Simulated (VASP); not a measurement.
# Sr2ZnIrO6: the relaxed cell at several levels, part 3 of 4

Wanted: equilibrium cells of Sr2ZnIrO6 at many levels, with their cost. The cell is invented: it takes the structure of a Materials Project entry for Ba2ZnReO6 (space group 225 there), with some of its atoms replaced by other elements, volume scaled by an estimate. It may not be a known or stable phase.

VASP 6.6.1, plane waves and PAW; the level of theory is named at each step.

So far. Step 3 (Relaxation with LDA): It ends at 11.94 Å³/atom, -2.2 % from the start, with 0.05 GPa left. The conventional cell has a = 7.816 Å. Step 4 (Relaxation with PBEsol): It ends at 12.31 Å³/atom, +0.8 % from the start, with 0.02 GPa left. The conventional cell has a = 7.896 Å.

## (6) Relaxation with PBE + D3(BJ)

This step: PBE with D3(BJ), no spin polarisation; plane waves and PAW (Ir, Sr_sv, Zn, O); invented cell (VASP 6.6.1).

A dispersion term adds the long-range attraction that semilocal functionals lack. D3 with Becke-Johnson damping keeps a finite attraction at short range.

Input file INCAR:

```
SYSTEM = Sr2ZnIrO6
PREC = Accurate
ENCUT = 560
EDIFF = 1E-06
NELM = 100
ISMEAR = -1
SIGMA = 0.05
LREAL = .FALSE.
ALGO = Normal
GGA = PE
IVDW = 12
LORBIT = 11
LWAVE = .FALSE.
LCHARG = .FALSE.
KPAR = 4
IBRION = 2
NSW = 60
ISIF = 3
EDIFFG = -0.01
```

Input file POSCAR:

```
Sr2ZnIrO6
1.0
    0.0000000000      3.9373380000      3.9373380000
    3.9373380000      0.0000000000      3.9373380000
    3.9373380000      3.9373380000      0.0000000000
Ir Sr Zn O
1 2 1 6
Direct
    0.5000000000      0.5000000000      0.5000000000
    0.7500000000      0.7500000000      0.7500000000
    0.2500000000      0.2500000000      0.2500000000
    0.0000000000      0.0000000000      0.0000000000
    0.2624830000      0.2624830000      0.7375170000
    0.7375170000      0.2624830000      0.2624830000
    0.2624830000      0.7375170000      0.2624830000
    0.2624830000      0.7375170000      0.7375170000
    0.7375170000      0.2624830000      0.7375170000
    0.7375170000      0.7375170000      0.2624830000
```

Input file KPOINTS:

```
Automatic mesh
0
Gamma
5 5 5
0 0 0
```

PAW data sets: Ir, Sr_sv, Zn and O (PBE family, release 64).

Command:

```sh
$ mpirun -np 4 vasp_std
```

Numbers of over 12 decimals in the logs are rounded to 6 here.

Log:

```text
[... set-up lines as in an earlier step ...]
 entering main loop
       N       E                     dE             d eps       ncg     rms          rms(c)
[... 16 cycles as in an earlier step ...]
   1 F= -.62146971E+02 E0= -.62113977E+02  d E =-.621470E+02
[... from here on, the cycles between the ionic steps are left out ...]
   2 F= -.61695396E+02 E0= -.61663970E+02  d E =0.451574E+00
   3 F= -.62559366E+02 E0= -.62526902E+02  d E =-.412395E+00
   4 F= -.62559943E+02 E0= -.62527462E+02  d E =-.412972E+00
   5 F= -.62559907E+02 E0= -.62527415E+02  d E =-.412936E+00
   6 F= -.62565972E+02 E0= -.62533947E+02  d E =-.606464E-02
   7 F= -.62565973E+02 E0= -.62533944E+02  d E =-.606590E-02
   8 F= -.62565964E+02 E0= -.62533964E+02  d E =0.967997E-05
   9 F= -.62566085E+02 E0= -.62534072E+02  d E =-.112192E-03
[...]
reached required accuracy - stopping structural energy minimisation
```

Elapsed: 5.1 min, on 4 MPI ranks of AMD EPYC 7R43, shared host; peak memory 1.4 GiB; 20 min of CPU time.

From OUTCAR (step 6):

```text
 Edisp (eV)   -2.31421

 Edisp (eV)   -2.31576

  Total       0.00707     0.00707     0.00707     0.00000     0.00000    -0.00000
  in kB       0.09012     0.09012     0.09012     0.00000     0.00000    -0.00000
  external pressure =        0.09 kB  Pullay stress =        0.00 kB

 POSITION                                       TOTAL-FORCE (eV/Angst)
 -----------------------------------------------------------------------------------
      3.97611      3.97611      3.97611         0.000000      0.000000      0.000000
      5.96417      5.96417      5.96417         0.000000      0.000000      0.000000
      1.98806      1.98806      1.98806        -0.000000      0.000000     -0.000000
      0.00000      0.00000      0.00000         0.000000      0.000000      0.000000
      3.97611      3.97611      2.03850         0.000000      0.000000     -0.000657
      2.03850      3.97611      3.97611        -0.000657      0.000000     -0.000000
      3.97611      2.03850      3.97611         0.000000     -0.000657     -0.000000
      5.91372      3.97611      3.97611         0.000657      0.000000      0.000000
      3.97611      5.91372      3.97611         0.000000      0.000657      0.000000
      3.97611      3.97611      5.91372         0.000000      0.000000      0.000657
 -----------------------------------------------------------------------------------
    total drift:                                0.000000      0.000000      0.000000

  FREE ENERGIE OF THE ION-ELECTRON SYSTEM (eV)
  ---------------------------------------------------
  free  energy   TOTEN  =       -62.5660854778 eV

  energy  without entropy=      -62.5020593864  energy(sigma->0) =      -62.53407243

[... 2 parts as in an earlier step ...]

[... 2 further parts left out ...]
[key lines of the parts left out:]
E-fermi :   3.6826
```

It ends at 12.57 Å³/atom, +3.0 % from the start, with 0.01 GPa left. The conventional cell has a = 7.952 Å. Against plain PBE, the dispersion term moves a by -0.7 %.

## (7) Relaxation with PBE + TS

This step: PBE with TS, no spin polarisation; plane waves and PAW (Ir, Sr_sv, Zn, O); invented cell (VASP 6.6.1).

The Tkatchenko-Scheffler scheme scales free-atom polarisabilities by Hirshfeld volumes.

INCAR: that of step 6 with these lines changed.

```diff
@@ -10,3 +10,3 @@
 GGA = PE
-IVDW = 12
+IVDW = 20
 LORBIT = 11
```

POSCAR is that of step 6.

KPOINTS is that of step 6.

Command:

```sh
$ mpirun -np 4 vasp_std
```

Log:

```text
[... set-up lines as in an earlier step ...]
 entering main loop
       N       E                     dE             d eps       ncg     rms          rms(c)
[... 16 cycles as in an earlier step ...]
 augmentation electrons   77.357897
 total        electrons   77.357897
 augmentation electrons   1901.25248645219
 total        electrons   1901.25248645219
 augmentation electrons   15.905583
 soft         electrons   61.452315
 total        electrons   77.357898
 translations:           2           2           2
   1 F= -.62935697E+02 E0= -.62902703E+02  d E =-.629357E+02
[... from here on, the cycles between the ionic steps are left out ...]
   2 F= -.62580304E+02 E0= -.62549261E+02  d E =0.355393E+00
   3 F= -.63321070E+02 E0= -.63288733E+02  d E =-.385373E+00
   4 F= -.63321530E+02 E0= -.63289170E+02  d E =-.385833E+00
   5 F= -.63321453E+02 E0= -.63289082E+02  d E =-.385756E+00
   6 F= -.63331268E+02 E0= -.63299428E+02  d E =-.981560E-02
   7 F= -.63331354E+02 E0= -.63299527E+02  d E =-.990117E-02
   8 F= -.63331448E+02 E0= -.63299653E+02  d E =-.943214E-04
   9 F= -.63331474E+02 E0= -.63299667E+02  d E =-.120429E-03
[...]
reached required accuracy - stopping structural energy minimisation
```

It took 7.7 min on 4 MPI ranks; peak memory 1.4 GiB; 31 min of CPU time.

Parts of OUTCAR (step 7):

```text
  Edisp (eV):   -3.09754

  Total      -0.03488    -0.03488    -0.03488     0.00000    -0.00000     0.00000
  in kB      -0.44725    -0.44725    -0.44725     0.00000    -0.00000     0.00000
  external pressure =       -0.45 kB  Pullay stress =        0.00 kB

 POSITION                                       TOTAL-FORCE (eV/Angst)
 -----------------------------------------------------------------------------------
      3.96800      3.96800      3.96800        -0.000000     -0.000000     -0.000000
      5.95201      5.95201      5.95201         0.000000      0.000000     -0.000000
      1.98400      1.98400      1.98400         0.000000     -0.000000     -0.000000
      0.00000      0.00000      0.00000        -0.000000      0.000000     -0.000000
      3.96800      3.96800      2.03290        -0.000000      0.000000      0.006571
      2.03290      3.96800      3.96800         0.006571      0.000000     -0.000000
      3.96800      2.03290      3.96800        -0.000000      0.006571     -0.000000
      5.90311      3.96800      3.96800        -0.006571      0.000000     -0.000000
      3.96800      5.90311      3.96800        -0.000000     -0.006571     -0.000000
      3.96800      3.96800      5.90311        -0.000000      0.000000     -0.006571
 -----------------------------------------------------------------------------------
    total drift:                               -0.000000     -0.000000     -0.000000

  FREE ENERGIE OF THE ION-ELECTRON SYSTEM (eV)
  ---------------------------------------------------
  free  energy   TOTEN  =       -63.3314744878 eV

  energy  without entropy=      -63.2678594521  energy(sigma->0) =      -63.29966697

[... 2 parts as in an earlier step ...]

[... 2 further parts left out ...]
[key lines of the parts left out:]
E-fermi :   3.7370
```

Plain TS starts from free neutral atoms, whose polarisability is far too large for alkali and alkaline-earth ions, so it can overbind such cells badly.

It ends at 12.50 Å³/atom, +2.4 % from the start, with -0.04 GPa left. The conventional cell has a = 7.936 Å. Against plain PBE, the dispersion term moves a by -0.9 %.

## (8) Relaxation with PBE + rVV10

This step: PBE with rVV10, no spin polarisation; plane waves and PAW (Ir, Sr_sv, Zn, O); invented cell (VASP 6.6.1).

LUSE_VDW switches on a nonlocal correlation term for dispersion.

INCAR: that of step 7 with these lines changed.

```diff
@@ -10,3 +10,6 @@
 GGA = PE
-IVDW = 20
+LUSE_VDW = .TRUE.
+IVDW_NL = 2
+BPARAM = 10
+CPARAM = 0.0093
 LORBIT = 11
```

POSCAR is that of step 7.

KPOINTS is that of step 7.

Command:

```sh
$ mpirun -np 4 vasp_std
```

Log:

```text
[banner, memory and clock lines left out]
running    4 mpi-ranks, on    1 nodes
[...]
|                                                                             |
|               ----> ADVICE to this user running VASP <----                  |
|                                                                             |
|     You have switched on vdW-DFT.                                           |
|     This routine was written and supplied by Jiri Klimes. We recommend      |
|     that you carefully read and cite the following publications:            |
|       J. Klimes, D.R. Bowler, A. Michelides                                 |
|          J. Phys.: Cond Matt. 22 022201 (2010)                              |
|       J. Klimes, D.R. Bowler, A. Michelides                                 |
|          Phys. Rev. B. 83, 195131 (2011)                                    |
|     and references therein.                                                 |
|                                                                             |

 LDA part: xc-table for (Slater+PW92), standard interpolation
 POSCAR, INCAR and KPOINTS ok, starting setup
[...]
entering main loop
       N       E                     dE             d eps       ncg     rms          rms(c)
Total rVV10 correction in eV:      2.2625799    81.0590977
Total rVV10 correction in eV:      2.2625799    81.0590977
Total rVV10 correction in eV:      2.2625799    81.0590977
Total rVV10 correction in eV:      2.2625799    81.0590977
DAV:   1     0.897819265268E+03    0.89782E+03   -0.39998E+04   920   0.194E+03
DAV:   2     0.661244277634E+02   -0.83169E+03   -0.80075E+03   934   0.506E+02
DAV:   3    -0.635366159836E+02   -0.12966E+03   -0.12682E+03  1122   0.190E+02
DAV:   4    -0.709902937676E+02   -0.74537E+01   -0.74018E+01  1208   0.445E+01
DAV:   5    -0.713613904254E+02   -0.37110E+00   -0.37012E+00  1560   0.840E+00    0.612E+01
Total rVV10 correction in eV:      2.3970322    81.0590989
Total rVV10 correction in eV:      2.3970322    81.0590989
Total rVV10 correction in eV:      2.3970322    81.0590989
Total rVV10 correction in eV:      2.3970322    81.0590989
DAV:   6    -0.584700176963E+02    0.12891E+02   -0.86486E+01  1388   0.684E+01    0.311E+01
Total rVV10 correction in eV:      2.4056415    81.0590988
Total rVV10 correction in eV:      2.4056415    81.0590988
Total rVV10 correction in eV:      2.4056415    81.0590988
Total rVV10 correction in eV:      2.4056415    81.0590988
DAV:   7    -0.576719006345E+02    0.79812E+00   -0.22480E+01  1432   0.362E+01    0.179E+01
Total rVV10 correction in eV:      2.4273373    81.0590988
Total rVV10 correction in eV:      2.4273373    81.0590988
Total rVV10 correction in eV:      2.4273373    81.0590988
Total rVV10 correction in eV:      2.4273373    81.0590988
[...]
Total rVV10 correction in eV:      2.4517502    81.0590988
Total rVV10 correction in eV:      2.4517502    81.0590988
DAV:  11    -0.573030752327E+02   -0.88225E-03   -0.42213E-03  1162   0.785E-01    0.150E-01
Total rVV10 correction in eV:      2.4539791    81.0590988
Total rVV10 correction in eV:      2.4539791    81.0590988
Total rVV10 correction in eV:      2.4539791    81.0590988
Total rVV10 correction in eV:      2.4539791    81.0590988
DAV:  12    -0.573032232005E+02   -0.14797E-03   -0.10755E-03  1328   0.714E-01    0.714E-02
Total rVV10 correction in eV:      2.4540503    81.0590988
Total rVV10 correction in eV:      2.4540503    81.0590988
Total rVV10 correction in eV:      2.4540503    81.0590988
Total rVV10 correction in eV:      2.4540503    81.0590988
DAV:  13    -0.573032290932E+02   -0.58928E-05   -0.27142E-04  1426   0.242E-01    0.210E-02
Total rVV10 correction in eV:      2.4542301    81.0590988
Total rVV10 correction in eV:      2.4542301    81.0590988
Total rVV10 correction in eV:      2.4542301    81.0590988
Total rVV10 correction in eV:      2.4542301    81.0590988
DAV:  14    -0.573032353215E+02   -0.62283E-05   -0.64588E-05  1432   0.938E-02    0.176E-02
Total rVV10 correction in eV:      2.4543257    81.0590988
Total rVV10 correction in eV:      2.4543257    81.0590988
Total rVV10 correction in eV:      2.4543257    81.0590988
Total rVV10 correction in eV:      2.4543257    81.0590988
DAV:  15    -0.573032341037E+02    0.12178E-05   -0.21434E-05  1300   0.628E-02    0.348E-03
Total rVV10 correction in eV:      2.4543720    81.0590988
Total rVV10 correction in eV:      2.4543720    81.0590988
Total rVV10 correction in eV:      2.4543720    81.0590988
Total rVV10 correction in eV:      2.4543720    81.0590988
DAV:  16    -0.573032340315E+02    0.72147E-07   -0.23054E-06   778   0.205E-02
Total rVV10 correction in eV:      2.4543963    81.0590988
Total rVV10 correction in eV:      2.4543963    81.0590988
Total rVV10 correction in eV:      2.4543963    81.0590988
Total rVV10 correction in eV:      2.4543963    81.0590988
Total rVV10 correction in eV:      2.4543859    81.0590988
Total rVV10 correction in eV:      2.4543859    81.0590988
Total rVV10 correction in eV:      2.4543859    81.0590988
Total rVV10 correction in eV:      2.4543859    81.0590988
   1 F= -.57303234E+02 E0= -.57270525E+02  d E =-.573032E+02
[... from here on, the cycles between the ionic steps are left out ...]
   2 F= -.56797120E+02 E0= -.56765605E+02  d E =0.506114E+00
   3 F= -.57759254E+02 E0= -.57726989E+02  d E =-.456020E+00
   4 F= -.57760022E+02 E0= -.57727743E+02  d E =-.456788E+00
[...]
opt :   0.3536  next Energy=   -57.760051 (dE=-0.457E+00)
[...]
N       E                     dE             d eps       ncg     rms          rms(c)
Total rVV10 correction in eV:      2.5071208    81.0590968
Total rVV10 correction in eV:      2.5071208    81.0590968
Total rVV10 correction in eV:      2.5071208    81.0590968
Total rVV10 correction in eV:      2.5071208    81.0590968
DAV:   1    -0.577602446630E+02   -0.22327E-03   -0.29680E-02   944   0.126E+00    0.220E-01
 hard stop encountered!  aborting job ...
 [... a notice as in an earlier step ...]

 soft stop encountered!  aborting job ...
Total rVV10 correction in eV:      2.5043265    81.0590968
Total rVV10 correction in eV:      2.5043265    81.0590968
Total rVV10 correction in eV:      2.5043265    81.0590968
Total rVV10 correction in eV:      2.5043265    81.0590968
```

The job ended after 16 min (4 MPI ranks).

The run was stopped at its time limit, by a STOPCAR file.

By then 4 ionic steps had been finished.

More ranks or a longer limit would be the way on, or going on from the last geometry.

(Part 3 of 4 ends here.)

[Lines on the potential files, build, host, timing and source positions are cut from VASP's logs without a mark.]

[Logs are printed without paths, hosts, clocks, repeated set-up lines and the standing remarks that a program may print on its own settings, such as how far it seeks lower states.]

[Hosts, paths, dates, database ids (printed as entryN), source tags and the programs' standing remarks are cut or masked in the printed files.]

[A measured line is paired with the nearest computed mode of its activity, which favours agreement.]
